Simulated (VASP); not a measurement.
Write the native input for VASP 6.6.1 that does the following.

* Task: relaxation of cell and atoms
* Functional: PBE
* Potentials or basis: VASP PAW PBE potentials, release 64 (Be, Te, Se)
* Cutoff: 520 eV
* k mesh: 8 × 8 × 8
* Occupations: gaussian, width 0.03 eV
* Spin: no spin polarisation
* Further INCAR settings: ALGO = Normal; EDIFF = 1e-06; IBRION = 2; EDIFFG = -0.01; NSW = 90; ISIF = 3

The structure of Be3Te2Se lies in POSCAR:

```
Be3Te2Se
1.0
   -1.9510000000      5.8420000000      2.7470000000
    1.9510000000     -5.8420000000      2.7470000000
    1.9510000000      5.8420000000     -2.7470000000
Be Te Se
3 2 1
Direct
    0.6060474100      0.7630142000      0.8430332100
    0.9199809900      0.7630142000      0.1569667900
    0.2238806000      0.7238806000      0.5000000000
    0.6651940000      0.0001820200      0.6650119800
    0.3351700300      0.0001820200      0.3349880200
    0.9994539500      0.9994539500      0.0000000000
```

The cell was built by a generator and needn't be a form met in nature.

One way to write it, as run:

INCAR

```
SYSTEM = Be3Te2Se
  ALGO = Normal
  EDIFF = 1E-6
  EDIFFG = -0.01
  ENCUT = 520
  GGA = PE
  IBRION = 2
  ISIF = 3
  ISMEAR = 0
  KPAR = 8
  LASPH = .TRUE.
  LCHARG = .FALSE.
  LREAL = .FALSE.
  LWAVE = .FALSE.
  NELM = 120
  NSW = 90
  PREC = Accurate
  SIGMA = 0.03
```

KPOINTS

```
k-points
0
G
  8 8 8
  0 0 0
```

Potentials or basis: VASP PAW PBE potentials, release 64 (Be, Te, Se).

The run is started by

```console
$ cat potpaw_PBE.64/Be/POTCAR potpaw_PBE.64/Te/POTCAR potpaw_PBE.64/Se/POTCAR > POTCAR
$ mpirun -np 8 vasp_std > vasp.out
```

It gave:

| Property | Result |
| --- | --- |
| Relaxed volume | 20.89 Å³/atom |
| Relaxed cell | a = 6.747 Å, b = 6.747 Å, c = 6.747 Å, α = 146.41°, β = 59.96°, γ = 131.88° |
| Space group after relaxing (to 0.05 Å) | Imm2 (No. 44) |
| Energy gained by relaxing | 0.1 meV/atom |
| Ionic steps | 5 |
| Pressure after relaxing | 0.0 GPa |
| Largest force after relaxing | 0.009 eV/Å |
| Band gap on the k mesh | 1.94 eV, indirect (least direct gap 2.09 eV) |

Caveat: spin-orbit coupling is left out, which moves the levels of the heavy elements.

It took 2.7 min on 8 MPI ranks on Intel(R) Xeon(R) Platinum 8559C (Emerald Rapids), with other jobs on the host, peak memory 0.52 GiB a rank.
